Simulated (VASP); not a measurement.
Input:

```
As
1.0
    2.69474     0.00000     0.00000
    0.00000     2.69474     0.00000
    0.00000     0.00000     2.69474
As
1
Direct
  0.00000   0.00000   0.00000
```

All values below come from PBEsol GGA, VASP's PBE PAW potentials (set 64) (plane waves; VASP). Settings: 400 eV cut-off, 15×15×15 Γ-centred mesh, tetrahedra with Blöchl corrections, potentials As.

**Question.** Tabulate the total density of states (states/eV per cell) against energy (eV; zero at the valence-band maximum or, without a gap, the Fermi level).

**Answer.** 
(E (eV), DOS (states/eV)): (-9.98, 0.31); (-9.38, 0.27); (-8.90, 0.24); (-8.30, 0.14); (-7.70, 0.09); (-7.22, 0.06); (-6.62, 0.17); (-6.02, 0.25); (-5.54, 0.30); (-4.94, 0.39); (-4.34, 0.60); (-3.86, 0.56); (-3.26, 0.58); (-2.66, 0.54); (-2.18, 0.56); (-1.58, 0.48); (-0.98, 0.43); (-0.50, 0.42); (0.10, 0.43); (0.70, 0.39); (1.18, 0.42); (1.78, 0.43); (2.38, 0.41); (2.86, 0.48); (3.46, 0.54)
Within 2 eV below the Fermi level the largest weight inside VASP's projection spheres is As p.

The structure was generated: As was put into the simple-cubic type (Pm-3m), which need not be its known phase. It was relaxed first, which changed the volume by -9 %.
